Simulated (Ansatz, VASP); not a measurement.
**SiO2 (SiO2 (P3_221)): VASP beside Ansatz**

One calculation is typed for both programs; each brings its own data sets. How far apart do they land? Of the first pair: The structure shown is the end of the Ansatz relaxation below.

Program: Ansatz 0.2.0. Level of theory: plane waves, with VASP 6.6.1 beside it; single point at PBE. Results are calculated unless marked as measured.

### 1. The starting structure

The cell holds 54 atoms: 18 Si and 36 O. Its edges and angles: a = 8.692 Å, b = 8.692 Å, c = 11.019 Å, α = 90.0°, β = 90.0°, γ = 120.0°.

### 2. Ansatz: relaxation, PBE

Ansatz runs on its default PAW (the set named soft_2) files.

This run makes the geometry at which the two programs are then compared.

Input file input.yaml:

```yaml
crystal:
  lattice:
    - [7.52771365, 4.3461275, 0.0]
    - [-7.52771365, 4.3461275, 0.0]
    - [0.0, 0.0, 11.01902608]
  atoms:
    - { symbol: Si, position: [0.158808, 0.317617, 0.1666665] }
    - { symbol: Si, position: [0.492142, 0.984283, 0.1666665] }
    - { symbol: Si, position: [0.825475, 0.65095, 0.1666665] }
    - { symbol: Si, position: [0.015717, 0.507858, 0.0] }
    - { symbol: Si, position: [0.34905, 0.174525, 0.0] }
    - { symbol: Si, position: [0.682383, 0.841192, 0.0] }
    - { symbol: Si, position: [0.158808, 0.841192, 0.3333335] }
    - { symbol: Si, position: [0.492142, 0.507858, 0.3333335] }
    - { symbol: Si, position: [0.825475, 0.174525, 0.3333335] }
    - { symbol: O, position: [0.300784, 0.443189, 0.269489] }
    - { symbol: O, position: [0.634117, 0.109855, 0.269489] }
    - { symbol: O, position: [0.967451, 0.776522, 0.269489] }
    - { symbol: O, position: [0.142405, 0.699216, 0.4361555] }
    - { symbol: O, position: [0.475738, 0.365883, 0.4361555] }
    - { symbol: O, position: [0.809071, 0.032549, 0.4361555] }
    - { symbol: O, position: [0.223478, 0.190929, 0.1028225] }
    - { symbol: O, position: [0.556811, 0.857595, 0.1028225] }
    - { symbol: O, position: [0.890145, 0.524262, 0.1028225] }
    - { symbol: O, position: [0.223478, 0.032549, 0.3971775] }
    - { symbol: O, position: [0.556811, 0.699216, 0.3971775] }
    - { symbol: O, position: [0.890145, 0.365883, 0.3971775] }
    - { symbol: O, position: [0.142405, 0.443189, 0.0638445] }
    - { symbol: O, position: [0.475738, 0.109855, 0.0638445] }
    - { symbol: O, position: [0.809071, 0.776522, 0.0638445] }
    - { symbol: O, position: [0.300784, 0.857595, 0.230511] }
    - { symbol: O, position: [0.634117, 0.524262, 0.230511] }
    - { symbol: O, position: [0.967451, 0.190929, 0.230511] }
    - { symbol: Si, position: [0.158808, 0.317617, 0.6666665] }
    - { symbol: Si, position: [0.492142, 0.984283, 0.6666665] }
    - { symbol: Si, position: [0.825475, 0.65095, 0.6666665] }
    - { symbol: Si, position: [0.015717, 0.507858, 0.5] }
    - { symbol: Si, position: [0.34905, 0.174525, 0.5] }
    - { symbol: Si, position: [0.682383, 0.841192, 0.5] }
    - { symbol: Si, position: [0.158808, 0.841192, 0.8333335] }
    - { symbol: Si, position: [0.492142, 0.507858, 0.8333335] }
    - { symbol: Si, position: [0.825475, 0.174525, 0.8333335] }
    - { symbol: O, position: [0.300784, 0.443189, 0.769489] }
    - { symbol: O, position: [0.634117, 0.109855, 0.769489] }
    - { symbol: O, position: [0.967451, 0.776522, 0.769489] }
    - { symbol: O, position: [0.142405, 0.699216, 0.9361555] }
    - { symbol: O, position: [0.475738, 0.365883, 0.9361555] }
    - { symbol: O, position: [0.809071, 0.032549, 0.9361555] }
    - { symbol: O, position: [0.223478, 0.190929, 0.6028225] }
    - { symbol: O, position: [0.556811, 0.857595, 0.6028225] }
    - { symbol: O, position: [0.890145, 0.524262, 0.6028225] }
    - { symbol: O, position: [0.223478, 0.032549, 0.8971775] }
    - { symbol: O, position: [0.556811, 0.699216, 0.8971775] }
    - { symbol: O, position: [0.890145, 0.365883, 0.8971775] }
    - { symbol: O, position: [0.142405, 0.443189, 0.5638445] }
    - { symbol: O, position: [0.475738, 0.109855, 0.5638445] }
    - { symbol: O, position: [0.809071, 0.776522, 0.5638445] }
    - { symbol: O, position: [0.300784, 0.857595, 0.730511] }
    - { symbol: O, position: [0.634117, 0.524262, 0.730511] }
    - { symbol: O, position: [0.967451, 0.190929, 0.730511] }
basis:
  ecutwfc: 420.0
  ecutrho_ratio: 4
  xc_grid: 2
  fft_grid_basis: typed
  precision: f64
kpoints:
  mp_grid: { grid: [2, 2, 2] }
  band_path: { path: [VBM, CBM], npoints: 1 }
hamiltonian:
  pseudopotentials: { kind: paw }
scf:
  max_iter: 60
  self_checks: high
  occupations: { method: fixed }
relax:
  f_tol: 0.02
  max_steps: 60
output:
  forces: true
checkpoint:
  write: "../host.relax.run"
  compress: false
  write_wavefunctions: true
  write_every: 100000
```

Run with:

```bash
> ansatz run input.yaml --threads 32 --pin off --max-ram 131891MiB --backend cuda --events-out ev --progress --plain --runs-dir out
```

Numbers of over 12 decimals in the logs are rounded to 6 here.

Log:

```text
Warning: the atoms were moved onto the symmetric positions of the space group found under crystal.symmetry.tolerance 1.0e-5 (fractional; no operation is sought that the atoms, as they stand in a round, miss by more than twice it, and no atom is moved by as much as it), and the run uses the moved positions. Before a round's move an operation carried an atom to 1.07e-5 Å from where it should land, the largest such dist
Engine: ansatz 0.2.0, aarch64-unknown-linux-gnu
Pseudopotentials: kind: paw
Pseudopotential: Si, paw, valence charge 4, recommended cutoff 420 eV (normal), Si.paw.azcp
Pseudopotential: O, paw, valence charge 6, recommended cutoff 420 eV (normal), O.paw.azcp
Functional definition: PBE
  parameter kappa = 0.804
  parameter beta = 0.066725
  exchange = pbe_x(kappa = kappa, mu = beta*pi^2/3)
  correlation = pbe_c(beta = beta)
device memory: the entry about to start is reckoned to put 8.1 GiB on a device that reports 183.5 GiB free
GPU FFT provider: cuFFT
GPU libraries: cuBLAS 13.8.1, cuFFT 12.4.0, cuSOLVER 12.3.2
Crystal: 54 atoms, lattice volume = 721.006 Å³
Basis set: ecut = 420 eV, 14155 PW (Γ), exchange–correlation on 120×120×150 points (8 copies of the dense FFT grid, shifted against one another)
Bands: 198, of which v1, the nominal top of the filled ones, is band 144 counted from 1 (143 counted from 0)
Symmetry: 36 space group operations
Space group: P3221 (ITA 154), of the structure as read, at distance tolerance 9.0e-5 Å
k-points: 4 of 8
Non-local potential: Si, projectors of the file, l = 0: 2, l = 1: 2, l = 2: 2
Non-local potential: O, projectors of the file, l = 0: 2, l = 1: 2, l = 2: 1
PAW form: soft (Blöchl's): semilocal exchange-correlation on the pseudo side does not see the compensation charge
PAW one-centre angular grid: Si, 110 points (default); XC on 64 Gauss nodes
PAW one-centre angular grid: O, 110 points (default); XC on 64 Gauss nodes
Initial density: superposition of atomic densities (neutral atoms: chi_scale 0, normalization atom), corrected by the library's trained network
Initial wavefunctions: pseudopotential atomic-orbital guess
GPU buffer pool allocated for 270000 grid points (all kernels)
GPU transforms: local potential and band sums: pruned to the plane-wave sphere, on 60×60×75
Functional: x = pbe(κ = 0.804, μ = 0.219515), c = pbe(β = 0.066725)
SCF iter   1: F=—  HF=-31933.321716 eV  |Δ(HF+E_count)|=         —  Δρ=1.44e-3  dr2=9.04e-3  Hψ=2895
preconditioner: auto → Resta (q_TF=auto, 2.341 Å⁻¹)  ε∞=3.0  [insulator: Δε(μ)=5.677 eV  Ē_g=16.709 eV  n_scr=158 (ndim 8)  ℏωp=23.5 eV  f_vac=0.148  ε∞_Penn≈3.0]
SCF iter   2: F=—  HF=-31933.329505 eV  |Δ(HF+E_count)|=   7.79e-3  Δρ=5.66e-4  dr2=9.24e-4  Hψ=1337
SCF iter   3: F=—  HF=-31933.332250 eV  |Δ(HF+E_count)|=   2.74e-3  Δρ=2.12e-4  dr2=1.99e-4  Hψ=1047
SCF iter   4: F=—  HF=-31933.332770 eV  |Δ(HF+E_count)|=   5.21e-4  Δρ=4.18e-5  dr2=1.17e-5  Hψ=1163
iter 5 did not close the SCF: its close was put off for the readings that it lacked (scf_convergence_deferred on its scf_iter line)
SCF iter   5: F=-31933.332791 eV  HF=-31933.332790 eV  |Δ(HF+E_count)|=   1.94e-5  Δρ=8.51e-6  dr2=5.16e-7  Hψ=950
SCF iter   6: F=-31933.332791 eV  HF=-31933.332791 eV  |Δ(HF+E_count)|=   1.31e-6  Δρ=1.86e-6  dr2=2.12e-8  Hψ=1916
SCF 1 converged in 6 iterations: F = -31933.332791 eV  dr2 = 2.12e-8
  greatest PAW one-centre occupation: 0.861 electrons in one spin orbital (limit 2), on the O atom at site 41 (counted from 0), in its partial waves of l = 0
relax step   1: F+E_penalty+E_count = -31933.33279090 eV  Δ(F+E_penalty+E_count) = +0.000e0 eV  max|allowed force component| = 4.452e-3 eV/Å  Δτ_max = 0.0000 Å  (6 SCF iters, dr2 threshold 1.00e-5 eV, accepted)
device memory: the entry about to start is reckoned to put 8.0 GiB (of the 8.1 GiB reckoned in all, the device holds 0.2 GiB already) on a device that reports 183.3 GiB free
GPU FFT provider: cuFFT
GPU libraries: cuBLAS 13.8.1, cuFFT 12.4.0, cuSOLVER 12.3.2
Initial density: handed on by an earlier stage of this run
Initial wavefunctions: those handed on with the density
GPU buffer pool allocated for 270000 grid points (all kernels)
GPU transforms: local potential and band sums: pruned to the plane-wave sphere, on 60×60×75
iter 1 solved again at ethr=7.89e-12 eV; its pass at ethr=3.10e-3 eV (dr2=2.27e-8 eV) is discarded
SCF iter   1: F=—  HF=-31933.333000 eV  |Δ(HF+E_count)|=         —  Δρ=1.94e-6  dr2=2.27e-8  Hψ=1968
preconditioner: auto → Resta (q_TF=auto, 2.341 Å⁻¹)  ε∞=3.0  [insulator: Δε(μ)=5.684 eV  Ē_g=16.673 eV  n_scr=158 (ndim 8)  ℏωp=23.5 eV  f_vac=0.146  ε∞_Penn≈3.0]
SCF iter   2: F=—  HF=-31933.332791 eV  |Δ(HF+E_count)|=   2.09e-4  Δρ=1.22e-6  dr2=9.37e-9  Hψ=2154
SCF iter   3: F=-31933.332791 eV  HF=-31933.332791 eV  |Δ(HF+E_count)|=   2.37e-8  Δρ=6.16e-7  dr2=1.99e-9  Hψ=1952
SCF 2 converged in 3 iterations: F = -31933.332791 eV  dr2 = 1.99e-9
  greatest PAW one-centre occupation: 0.861 electrons in one spin orbital (limit 2), on the O atom at site 53 (counted from 0), in its partial waves of l = 0
relax step   2: F+E_penalty+E_count = -31933.33279091 eV  Δ(F+E_penalty+E_count) = -4.788e-9 eV  max|allowed force component| = 4.460e-3 eV/Å  Δτ_max = 0.0000 Å  (3 SCF iters, accepted)
device memory: the entry about to start is reckoned to put 9.7 GiB (of the 9.9 GiB reckoned in all, the device holds 0.2 GiB already) on a device that reports 183.3 GiB free
NSCF: frozen V_eff on 4 k-points
the band table was solved once a step of the walk had ended and its energy, with any forces and stress, was formed, with the checks that follow a solve (5469 applications of the Hamiltonian). They found nothing against the state; the energy, forces and stress were not computed again (output.eigenvalues in the input reference)
concurrent solve slots: 17 of 32 are kept, ahead of what memory takes: no pass of the eigensolver takes more rounds on 17
device memory: the entry about to start is reckoned to put 21.0 GiB on a device that reports 183.5 GiB free
NSCF: frozen V_eff on 34 k-points
concurrent solve slots: 17 of 32 are kept, ahead of what memory takes: no pass of the eigensolver takes more rounds on 17
device memory: the entry about to start is reckoned to put 21.0 GiB on a device that reports 183.5 GiB free
NSCF: frozen V_eff on 34 k-points
concurrent solve slots: 17 of 32 are kept, ahead of what memory takes: no pass of the eigensolver takes more rounds on 17
device memory: the entry about to start is reckoned to put 21.0 GiB on a device that reports 183.5 GiB free
NSCF: frozen V_eff on 34 k-points
concurrent solve slots: 17 of 32 are kept, ahead of what memory takes: no pass of the eigensolver takes more rounds on 17
device memory: the entry about to start is reckoned to put 21.0 GiB on a device that reports 183.5 GiB free
NSCF: frozen V_eff on 34 k-points
device memory: the entry about to start is reckoned to put 32.1 GiB on a device that reports 183.5 GiB free
NSCF: frozen V_eff on 26 k-points
device memory: the entry about to start is reckoned to put 5.9 GiB on a device that reports 183.4 GiB free
NSCF: frozen V_eff on 3 k-points
device memory: the entry about to start is reckoned to put 5.9 GiB on a device that reports 183.4 GiB free
NSCF: frozen V_eff on 3 k-points
device memory: the entry about to start is reckoned to put 13.5 GiB on a device that reports 183.4 GiB free
NSCF: frozen V_eff on 7 k-points
device memory: the entry about to start is reckoned to put 4.0 GiB on a device that reports 183.4 GiB free
NSCF: frozen V_eff on 2 k-points
SCF converged after 3 iterations
Free energy (F): -31933.332791 eV
Harris-Foulkes:  -31933.332791 eV  (|F-HF|=1.02e-10)
Internal energy: -31933.332791 eV  (E = F + TS)
E sigma→0 (E₀):  -31933.332791 eV
Fermi energy:    1.999269 eV
--- Per-component energies (eV) ---
  E_band       = -1370.876925
  E_kinetic    = 7224.743626
  E_local      = -18320.212595  (includes V_loc(G=0)·N_el)
  E_nonlocal   = 2156.382267
  E_hartree    = 6601.647434
  E_xc         = -3670.316193
  E_vxc        = -4259.415985  (∫ρ·V_xc dr)
  E_paw        = -14959.675094  (= ΣΔE_a)
  E_vpaw       = -1375.759120  (= ΣTr[D̂ρ^β])
  E_aug_tail   = 0.093606  (compensation charges beyond the density's cutoff)
  E_ewald      = -10965.995842
  E_smearing   = -0.000000  (= −TS)
  E_closure    = 0.000000  (closes the sum)
  Σ components = -31933.332791   (vs F -31933.332791, Δ=0.00e0)
--- Forces (eV/Å), atoms counted from 1 ---
  atom   1  Si     0.00222991    -0.00386232     0.00000000
  atom   2  Si     0.00222991    -0.00386232    -0.00000000
  atom   3  Si     0.00222991    -0.00386232     0.00000000
  atom   4  Si     0.00222991     0.00386232    -0.00000000
  atom   5  Si     0.00222991     0.00386232     0.00000000
  atom   6  Si     0.00222991     0.00386232     0.00000000
  [... 48 more lines of this table ...]
  max |Σ_I F_I| component: 5.10e-18 eV/Å
--- Band table (eV) ---
  k-point 0: bands = ["-17.2261", "-16.7905", "-16.7905", "-16.7009", "-16.7009", "-16.5437", "-16.5437", "-16.5437", "-16.5437", "-16.0796", "-16.0796", "-16.0796", "-16.0796", "-15.7852", "-15.7852"
  k-point 1: bands = ["-17.1127", "-17.1127", "-16.6637", "-16.6637", "-16.6637", "-16.6637", "-16.3367", "-16.3367", "-16.3367", "-16.3367", "-16.3152", "-16.3152", "-15.8630", "-15.8630", "-15.8630"
  k-point 2: bands = ["-17.0089", "-17.0089", "-16.7723", "-16.7456", "-16.7456", "-16.7204", "-16.5631", "-16.5631", "-16.3240", "-16.2998", "-16.0456", "-16.0456", "-15.8462", "-15.7702", "-15.7702"
  k-point 3: bands = ["-16.9213", "-16.9213", "-16.9213", "-16.9213", "-16.7474", "-16.7474", "-16.3121", "-16.3121", "-16.2953", "-16.2953", "-16.2953", "-16.2953", "-15.7978", "-15.7978", "-15.6085"
--- Relaxed structure (2 steps of the walk, 2 accepted, 0 SCFs on fresh bases) ---
  F+E_penalty+E_count = -31933.33279091 eV   max|allowed force component| = 4.460e-3 eV/Å
  atoms:
    - { symbol: Si, position: [0.158808, 0.317617, 0.166667] }
    - { symbol: Si, position: [0.492142, 0.984283, 0.166667] }
    - { symbol: Si, position: [0.825475, 0.650950, 0.166667] }
    - { symbol: Si, position: [0.015717, 0.507858, 0.0] }
    - { symbol: Si, position: [0.349050, 0.174525, 0.0] }
    - { symbol: Si, position: [0.682383, 0.841192, 0.0] }
  [... 48 more lines of this table ...]
```

Reading the cycles: dr2 is the Hartree energy of the density residual (eV), the measure of convergence; HF is the Harris–Foulkes estimate of the energy, which meets the free energy F at convergence.

(Part 1 of 2 ends here.)

[Lines on the potential files, build, host, timing and source positions are cut from VASP's logs without a mark.]

[Logs are printed without paths, hosts, clocks, repeated set-up lines and the standing remarks that a program may print on its own settings, such as how far it seeks lower states.]

[Hosts, paths, dates, database ids (printed as entryN), source tags and the programs' standing remarks are cut or masked in the printed files.]
